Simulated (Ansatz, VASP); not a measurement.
# Cross-check of BiAs between VASP and Ansatz, part 2 of 2

One calculation is typed for both programs; each brings its own data sets. How far apart do they land? The cell is generated by rule, not measured, and may not be a known phase. Of the first pair: The two relaxations start from unlike cells of this crystal (the structure described is Ansatz's start), so only their ends are compared.

VASP 6.6.1 and Ansatz 0.2.0.

So far: Set-up; VASP: relaxation of cell and atoms, RPBE, pair 1; Ansatz: relaxation of cell and atoms, RPBE, pair 1; Differences.

**5. VASP: relaxation of cell and atoms, RPBE, pair 2**

Level of this step: RPBE; plane waves and PAW (Bi_d, As); invented cell (VASP).

The relaxed volume is the usual yardstick between codes: in a stiff, nearly cubic crystal its relative difference is about their pressure difference at one cell divided by the bulk modulus. Its start cell is another than that of the pair before, and may be another structure of the material.

INCAR

```
SYSTEM = BiAs
PREC = Accurate
ENCUT = 500
EDIFF = 1E-07
NELM = 120
ISMEAR = 0
SIGMA = 0.1
LREAL = .FALSE.
ALGO = Normal
GGA = RP
NBANDS = 16
LORBIT = 11
LWAVE = .FALSE.
LCHARG = .FALSE.
ISIF = 3
IBRION = 2
NSW = 80
EDIFFG = -0.005
LASPH = .TRUE.
GGA_COMPAT = .FALSE.
NELMIN = 4
KPAR = 2
```

POSCAR

```
BiAs
1.0
    0.0000000000      3.0383640000      3.0383640000
    3.0383640000      0.0000000000      3.0383640000
    3.0383640000      3.0383640000      0.0000000000
Bi As
1 1
Direct
    0.5000000000      0.5000000000      0.5000000000
    0.0000000000      0.0000000000      0.0000000000
```

KPOINTS

```
Automatic mesh
0
Gamma
10 10 10
0 0 0
```

PAW data sets: Bi_d and As (PBE family, release 64).

Started as:

```
$ mpirun -np 2 vasp_std
```

Numbers of over 12 decimals in the logs are rounded to 6 here.

What it wrote:

```text
[banner, memory and clock lines left out]
running    2 mpi-ranks, on    1 nodes
[...]
[... a notice as in an earlier step ...]

 LDA part: xc-table for (Slater+PW92), standard interpolation
 POSCAR, INCAR and KPOINTS ok, starting setup
[...]
entering main loop
       N       E                     dE             d eps       ncg     rms          rms(c)
DAV:   1     0.138792454592E+03    0.13879E+03   -0.10343E+04  1512   0.129E+03
DAV:   2     0.128669168076E+01   -0.13751E+03   -0.13518E+03  1624   0.330E+02
DAV:   3    -0.775253106736E+01   -0.90392E+01   -0.90087E+01  1944   0.854E+01
DAV:   4    -0.794871375713E+01   -0.19618E+00   -0.19616E+00  1920   0.143E+01
[...]
DAV:  13    -0.777305038001E+01   -0.13405E-06   -0.19457E-07  1976   0.344E-03    0.104E-03
DAV:  14    -0.777305064617E+01   -0.26616E-06   -0.16502E-07  1360   0.296E-03    0.206E-04
DAV:  15    -0.777305068725E+01   -0.41078E-07   -0.13127E-08  1072   0.826E-04
   1 F= -.77730507E+01 E0= -.77724501E+01  d E =-.777305E+01
[...]
DAV:   9    -0.777310762784E+01   -0.46357E-07   -0.40127E-09   816   0.668E-04
   2 F= -.77731076E+01 E0= -.77725105E+01  d E =-.569406E-04
 trial-energy change:   -0.000057  1 .order   -0.000062   -0.000233    0.000110
 step:   0.6610(harm=  0.6794)  dis= 0.00000  next Energy=    -7.773126 (dE=-0.758E-04)
[...]
N       E                     dE             d eps       ncg     rms          rms(c)
DAV:   1    -0.777347741792E+01   -0.36984E-03   -0.96102E-03  1928   0.146E+00    0.988E-02
DAV:   2    -0.777318255631E+01    0.29486E-03   -0.50262E-04  1920   0.354E-01    0.419E-02
DAV:   3    -0.777312288731E+01    0.59669E-04   -0.25248E-04  1984   0.225E-01    0.587E-03
DAV:   4    -0.777312457520E+01   -0.16879E-05   -0.58633E-06  1640   0.232E-02    0.388E-03
DAV:   5    -0.777312661724E+01   -0.20420E-05   -0.94875E-07  1904   0.765E-03    0.113E-03
DAV:   6    -0.777312717360E+01   -0.55636E-06   -0.13101E-07  1248   0.309E-03    0.552E-04
DAV:   7    -0.777312690154E+01    0.27207E-06   -0.43022E-08   800   0.203E-03    0.166E-04
DAV:   8    -0.777312684250E+01    0.59043E-07   -0.75376E-09   800   0.127E-03
   3 F= -.77731268E+01 E0= -.77725286E+01  d E =-.761552E-04
[...]
reached required accuracy - stopping structural energy minimisation
```

Parts of OUTCAR (step 5):

```text
  Total        0.0012555      0.0012555      0.0012555      0.0000000      0.0000000      0.0000000
  in kB        0.0357598      0.0357598      0.0357598      0.0000000      0.0000000      0.0000000
  external PRESSURE =       0.0357598 kB  Pullay stress =       0.0000000 kB

 POSITION                                       TOTAL-FORCE (eV/Angst)
 -----------------------------------------------------------------------------------
      3.04112      3.04112      3.04112        -0.000000      0.000000     -0.000000
      0.00000      0.00000      0.00000         0.000000     -0.000000      0.000000
 -----------------------------------------------------------------------------------
    total drift:                               -0.000000     -0.000000      0.000000

  FREE ENERGIE OF THE ION-ELECTRON SYSTEM (eV)
  ---------------------------------------------------
  free  energy   TOTEN  =        -7.7731268425 eV

  energy  without entropy=       -7.7719304432  energy(sigma->0) =       -7.77252864

[... 1 part as in an earlier step ...]

[... 3 further parts left out ...]
[key lines of the parts left out:]
E-fermi :   5.9719
```

**6. Ansatz: relaxation of cell and atoms, RPBE, pair 2**

The same cell, functional, mesh and smearing now go to Ansatz, which takes its cutoff from its data sets.

The cell is taken from a series of runs on this material, whose earlier steps may have relaxed, scaled, displaced or heated it; both programs get it as it stands.

input.yaml

```yaml
crystal:
  lattice:
    - [0.0, 3.0383641371, 3.0383641371]
    - [3.0383641371, 0.0, 3.0383641371]
    - [3.0383641371, 3.0383641371, 0.0]
  atoms:
    - { symbol: Bi, position: [0.5, 0.5, 0.5] }
    - { symbol: As, position: [0.0, 0.0, 0.0] }
kpoints:
  mp_grid: { grid: [10, 10, 10] }
hamiltonian:
  xc: rpbe
scf:
  occupations: { method: gaussian, width: 0.1 }
output:
  forces: true
  stress: true
  eigenvalues: true
relax:
  adjacent_minimum: "off"
  f_tol: 0.005
  max_steps: 80
  cell: { stress_tol: 0.05 }
```

Started as:

```
$ ansatz run input.yaml --threads 4 --pin off --max-ram 7168MiB --backend cpu --events-out ev --progress --plain --runs-dir out
```

What it wrote:

```text
[...]
Crystal: 2 atoms, lattice volume = 56.098 Å³
Basis set: ecut = 420 eV, 1067 PW (Γ), exchange–correlation on 60×60×60 points (8 copies of the dense FFT grid, shifted against one another)
Bands: 19, of which v1, the nominal top of the filled ones, is band 15 counted from 1 (14 counted from 0)
Symmetry: 48 space group operations
[...]
k-points: 47 of 1000
[...]
k-point 46: bands = [... 11 lower, 0.2577, 5.3084, 5.9071, 9.2210, 11.6327, 14.8602, 15.9850, 16.2808]
--- Relaxed structure (3 steps of the walk, 3 accepted, 1 SCFs on fresh bases) ---
[...]
cell:  # Å, volume = 56.2504 Å³
    - [0, 3.041108, 3.041108]
    - [3.041108, 0, 3.041108]
    - [3.041108, 3.041108, 0.0]
  atoms:
    - { symbol: Bi, position: [0.5, 0.5, 0.5] }
    - { symbol: As, position: [0, 0, 0] }
[key lines of the parts left out:]
SCF converged after 8 iterations
Free energy (F): -17274.043685 eV
Fermi energy:    10.123482 eV
P = ⅓ Tr σ = -0.0007 GPa (-0.007 kbar)
```

**7. Comparison**

What differs besides the data sets and the points named for the pairs above, as far as they apply: the data sets hold 30 valence electrons in Ansatz (on its default PAW (the set named soft_2) files) and 20 in VASP. Total energies have different zeros and are not compared.

Both answers:

```
                                         quantity  Ansatz   VASP  difference
                                      volume (Å³)   56.25  56.25     +0.00 %
edge a after relaxation, in the typed setting (Å)   4.301  4.301     +0.00 %
```

**8. VASP: relaxation of cell and atoms, RPBE, pair 3**

The relaxed volume is the usual yardstick between codes: in a stiff, nearly cubic crystal its relative difference is about their pressure difference at one cell divided by the bulk modulus. Its start cell is another than that of the pair before, and may be another structure of the material.

INCAR: that of step 5 with these lines changed.

```diff
@@ -5,4 +5,4 @@
 NELM = 120
-ISMEAR = 0
-SIGMA = 0.1
+ISMEAR = 1
+SIGMA = 0.15
 LREAL = .FALSE.
```

POSCAR

```
BiAs
1.0
    2.1260000000      1.2274470000      3.8847340000
   -2.1260000000      1.2274470000      3.8847340000
    0.0000000000     -2.4548940000      3.8847340000
Bi As
1 1
Direct
    0.4859043974      0.4859043974      0.4859043974
    0.0274919724      0.0274919724      0.0274919724
```

KPOINTS

```
Automatic mesh
0
Gamma
12 12 12
0 0 0
```

Started as:

```
$ mpirun -np 2 vasp_std
```

What it wrote:

```text
[... set-up lines as in an earlier step ...]
 entering main loop
       N       E                     dE             d eps       ncg     rms          rms(c)
DAV:   1     0.144199546377E+03    0.14420E+03   -0.10137E+04  6048   0.127E+03
DAV:   2     0.184747628928E+01   -0.14235E+03   -0.13980E+03  6496   0.330E+02
DAV:   3    -0.780579034071E+01   -0.96533E+01   -0.96043E+01  7912   0.882E+01
DAV:   4    -0.802783479307E+01   -0.22204E+00   -0.22200E+00  7576   0.152E+01
[...]
DAV:  14    -0.788898174510E+01   -0.26066E-06   -0.15821E-07  6288   0.387E-03    0.100E-03
DAV:  15    -0.788898199660E+01   -0.25150E-06   -0.71749E-08  4536   0.211E-03    0.485E-04
DAV:  16    -0.788898201908E+01   -0.22479E-07   -0.80887E-09  3512   0.764E-04
   1 F= -.78889820E+01 E0= -.78892597E+01  d E =-.788898E+01
[... from here on, the cycles between the ionic steps are left out ...]
   2 F= -.78889943E+01 E0= -.78892717E+01  d E =-.123216E-04
   3 F= -.78889949E+01 E0= -.78892722E+01  d E =-.129200E-04
   4 F= -.78890068E+01 E0= -.78892838E+01  d E =-.118951E-04
   5 F= -.78890152E+01 E0= -.78892912E+01  d E =-.202480E-04
   6 F= -.78890168E+01 E0= -.78892931E+01  d E =-.218787E-04
   7 F= -.78890237E+01 E0= -.78893008E+01  d E =-.689710E-05
 trial-energy change:   -0.000007  1 .order   -0.000007   -0.000010   -0.000005
 step:   2.5541(harm=  2.5541)  dis= 0.00089  next Energy=    -7.889027 (dE=-0.993E-05)
 reached required accuracy - stopping structural energy minimisation
```

OUTCAR, selected parts (step 8):

```text
  Total        0.0043693      0.0043693     -0.0082481      0.0000000      0.0000000      0.0000000
  in kB        0.1153051      0.1153052     -0.2176640      0.0000000      0.0000000      0.0000000
  external PRESSURE =       0.0043154 kB  Pullay stress =       0.0000000 kB

 POSITION                                       TOTAL-FORCE (eV/Angst)
 -----------------------------------------------------------------------------------
      0.00000      0.00000      5.65514        -0.000000      0.000000     -0.002384
      0.00000      0.00000      0.31684         0.000000     -0.000000      0.002384
 -----------------------------------------------------------------------------------
    total drift:                               -0.000000     -0.000003     -0.000437

  FREE ENERGIE OF THE ION-ELECTRON SYSTEM (eV)
  ---------------------------------------------------
  free  energy   TOTEN  =        -7.8890237149 eV

  energy  without entropy=       -7.8898551153  energy(sigma->0) =       -7.88930085

[... 1 part as in an earlier step ...]

[... 3 further parts left out ...]
[key lines of the parts left out:]
E-fermi :   5.2444
```

The run keeps the 6 symmetry operations of its start, so it cannot find a distortion of lower symmetry.

**9. Ansatz: relaxation of cell and atoms, RPBE, pair 3**

The same cell, functional, mesh and smearing now go to Ansatz, which takes its cutoff from its data sets.

The cell is taken from a series of runs on this material, whose earlier steps may have relaxed, scaled, displaced or heated it; both programs get it as it stands.

input.yaml

```yaml
crystal:
  lattice:
    - [2.1260002575, 1.227446821, 3.8847337875]
    - [-2.1260002575, 1.227446821, 3.8847337875]
    - [0.0, -2.4548936419, 3.8847337875]
  atoms:
    - { symbol: Bi, position: [0.4859044537, 0.4859044537, 0.4859044537] }
    - { symbol: As, position: [0.0274920042, 0.0274920042, 0.0274920042] }
kpoints:
  mp_grid: { grid: [12, 12, 12] }
hamiltonian:
  xc: rpbe
scf:
  occupations: { method: methfessel_paxton, width: 0.15 }
output:
  forces: true
  stress: true
  eigenvalues: true
relax:
  adjacent_minimum: "off"
  f_tol: 0.001
  max_steps: 60
  cell: { stress_tol: 0.01 }
```

Started as:

```
$ ansatz run input.yaml --threads 4 --pin off --max-ram 7168MiB --backend cpu --events-out ev --progress --plain --runs-dir out
```

What it wrote:

```text
[...]
Crystal: 2 atoms, lattice volume = 60.824 Å³
Basis set: ecut = 420 eV, 1189 PW (Γ), exchange–correlation on 64×64×64 points (8 copies of the dense FFT grid, shifted against one another)
Bands: 19, of which v1, the nominal top of the filled ones, is band 15 counted from 1 (14 counted from 0)
Symmetry: 6 space group operations
[...]
k-points: 189 of 1728 (time reversal used)
[...]
k-point 188: bands = [... 11 lower, -0.2945, 8.1569, 8.1569, 8.2910, 10.2299, 10.2299, 10.3136, 16.2950]
--- Relaxed structure (1 steps of the walk, 1 accepted, 1 SCFs on fresh bases) ---
[...]
cell:  # Å, volume = 60.8245 Å³
    - [2.126000, 1.227447, 3.884734]
    - [-2.126000, 1.227447, 3.884734]
    - [0.0, -2.454894, 3.884734]
  atoms:
    - { symbol: Bi, position: [0.4859044537, 0.4859044537, 0.4859044537] }
    - { symbol: As, position: [0.027492, 0.027492, 0.027492] }
[key lines of the parts left out:]
SCF converged after 6 iterations
Free energy (F): -17274.162102 eV
Fermi energy:    9.068666 eV
P = ⅓ Tr σ = -0.0035 GPa (-0.035 kbar)
```

**10. Differences**

What differs besides the data sets and the points named for the pairs above, as far as they apply: the data sets hold 30 valence electrons in Ansatz (on its default PAW (the set named soft_2) files) and 20 in VASP. Total energies have different zeros and are not compared.

Compared:

```
                                         quantity  Ansatz   VASP  difference
                                      volume (Å³)   60.82  60.71     +0.18 %
edge a after relaxation, in the typed setting (Å)   4.595  4.589     +0.14 %
```

**11. Outcome**

| Quantity | Value |
| --- | --- |
| difference in volume (relaxation of cell and atoms, RPBE, pair 1) | -0.34 % |
| difference in volume (relaxation of cell and atoms, RPBE, pair 2) | -7.1e-4 % |
| difference in volume (relaxation of cell and atoms, RPBE, pair 3) | 0.18 % |

What this shows: The difference in volume is -0.34 % (relaxation of cell and atoms, RPBE, pair 1), within the 1.2 % picked in this series as the mark of a large difference, as far as the stopping tolerances let one tell. The data sets hold unlike numbers of valence electrons (30 in Ansatz and 20 in VASP), so part of the differences comes from the potentials. 5 further runs of this series are not shown here. How closely two codes agree says nothing of how well the functional describes the real material.

[Lines on the potential files, build, host, timing and source positions are cut from VASP's logs without a mark.]

[Logs are printed without paths, hosts, clocks, repeated set-up lines and the standing remarks that a program may print on its own settings, such as how far it seeks lower states.]

[Hosts, paths, dates, database ids (printed as entryN), source tags and the programs' standing remarks are cut or masked in the printed files.]
